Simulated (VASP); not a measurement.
All values below come from r2SCAN meta-GGA, VASP's PBE PAW potentials (set 64) (plane waves; VASP).

VASP ran on this input.

### INCAR
```
# general
SYSTEM  = NbP
PREC    = Accurate
ENCUT   = 400   # plane-wave cut-off (eV)
LREAL   = .False.
LASPH   = .True.   # aspherical one-centre terms

# electronic loop
EDIFF   = 1E-7   # SCF stop (eV)
NELM    = 100   # most electronic steps
ALGO    = Normal   # blocked Davidson
LMAXMIX = 4   # l cut-off of mixed one-centre charges
LMIXTAU = .True.

# smearing
ISMEAR  = -5   # tetrahedra, Bloechl

# functional
METAGGA = R2SCAN

# ions
ISIF    = 2   # forces and stress, cell fixed

# output
LWAVE   = .False.
LCHARG  = .False.
LORBIT  = 11
NEDOS   = 601
```

### POSCAR
```
NbP
1
    3.3309292028    -0.0000000030     0.0000000000
   -1.6654651066     2.8846697281     0.0000000000
    0.0000000000     0.0000000000     3.3234904569
Nb P
1 1
Direct
  0.0000000000   0.0000000000   0.0000000000
  0.6666670000   0.3333330000   0.5000000000
```

KPOINTS_OPT:
```
k-points along high-symmetry lines
6
Line-mode
Reciprocal
  0.000000   0.000000   0.000000 ! GAMMA
  0.500000   0.000000   0.000000 ! M

  0.500000   0.000000   0.000000 ! M
  0.333333   0.333333   0.000000 ! K

  0.333333   0.333333   0.000000 ! K
  0.000000   0.000000   0.000000 ! GAMMA

  0.000000   0.000000   0.000000 ! GAMMA
  0.000000   0.000000   0.500000 ! A

  0.000000   0.000000   0.500000 ! A
  0.500000   0.000000   0.500000 ! L

  0.500000   0.000000   0.500000 ! L
  0.333333   0.333333   0.500000 ! H

  0.333333   0.333333   0.500000 ! H
  0.000000   0.000000   0.500000 ! A

  0.500000   0.000000   0.500000 ! L
  0.500000   0.000000   0.000000 ! M

  0.333333   0.333333   0.500000 ! H
  0.333333   0.333333   0.000000 ! K
```

**KPOINTS**
```
Automatic mesh
0
Gamma
14 14 12
0 0 0
```

POTCAR, in this order: Nb_sv P (PBE.64 set). Program: vasp_std.

For a metal the tetrahedron method with Blöchl corrections gives inexact stress and forces.

### Question
What does the run give for the energy per atom (σ→0), band gap (over mesh and band path)?

### Answer

```yaml
energy per atom (σ→0): -18.006 eV/atom
band gap (over mesh and band path): none (metal, semimetal or under 0.01 eV)
```

OSZICAR:
```
...
DAV:  19    -0.360118157336E+02    0.29279E-05   -0.53298E-07  4813   0.775E-03    0.577E-04
DAV:  20    -0.360118168296E+02   -0.10960E-05   -0.26379E-08  2669   0.208E-03    0.203E-04
DAV:  21    -0.360118161763E+02    0.65327E-06   -0.86426E-09  2594   0.119E-03    0.140E-04
DAV:  22    -0.360118164069E+02   -0.23058E-06   -0.18192E-09  2534   0.589E-04    0.942E-05
DAV:  23    -0.360118162834E+02    0.12348E-06   -0.10352E-09  2514   0.410E-04    0.406E-05
DAV:  24    -0.360118162758E+02    0.75872E-08   -0.31413E-10  2459   0.228E-04
   1 F= -.36011816E+02 E0= -.36011816E+02  d E =0.000000E+00
       N       E                     dE             ncg
```

The structure was generated: NbP was put into the WC type (P-6m2), which need not be its known phase. It was relaxed first.
